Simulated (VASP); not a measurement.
Here is a VASP 6.6.1 calculation.

The input INCAR:

```
SYSTEM = WC
ALGO = Fast ; EDIFF = 1E-7
EDIFFG = -0.002 ; ENCUT = 520
GGA = PE ; IBRION = 2
ISIF = 3 ; ISMEAR = 0
LASPH = .True. ; LCHARG = .False.
LREAL = .False. ; LWAVE = .False.
NELM = 100 ; NSW = 80
PREC = Accurate ; SIGMA = 0.1
```

The input KPOINTS:

```
k-points
0
Gamma
  6 6 6
  0 0 0
```

The input POSCAR:

```
WC
1.0
    2.9065000000      0.0000000000      0.0000000000
   -1.4532500000      2.5171028400      0.0000000000
    0.0000000000      0.0000000000      2.8366000000
W C
1 1
Direct
    0.0000000000      0.0000000000      0.0000000000
    0.6666666700      0.3333333300      0.5000000000
```

Potentials or basis: VASP PAW PBE potentials, release 64 (W_sv, C).

The run is started by

```sh
$ cat potpaw_PBE.64/W_sv/POTCAR potpaw_PBE.64/C/POTCAR > POTCAR
$ mpirun -np 1 vasp_std > vasp.out
```

Task: Estimate the relaxed cell.

Result: a = 2.928 Å, b = 2.928 Å, c = 2.845 Å, α = 90.00°, β = 90.00°, γ = 120.00°.

Task: Estimate the relaxed volume.

Result: 10.56 Å³/atom.

Task: Estimate the band gap on the k mesh.

Result: None (metal or under the smearing width).

Task: Estimate the space group after relaxing (to 0.05 Å).

Result: P-6m2 (No. 187).

Final structure:
```cif
data_structure
_symmetry_space_group_name_H-M 'P 1'
_symmetry_Int_Tables_number 1
_cell_length_a 2.9278
_cell_length_b 2.9278
_cell_length_c 2.8447
_cell_angle_alpha 90.000
_cell_angle_beta 90.000
_cell_angle_gamma 120.000
_cell_volume 21.12
loop_
_atom_site_label
_atom_site_type_symbol
_atom_site_fract_x
_atom_site_fract_y
_atom_site_fract_z
_atom_site_occupancy
W1 W 0.00000 0.00000 0.00000 1
C1 C 0.66667 0.33333 0.50000 1
```

Caveat: the k mesh is coarse (spacing up to 0.42 Å⁻¹), so the values aren't converged. PBE usually gives volumes a little too large and moduli too small.
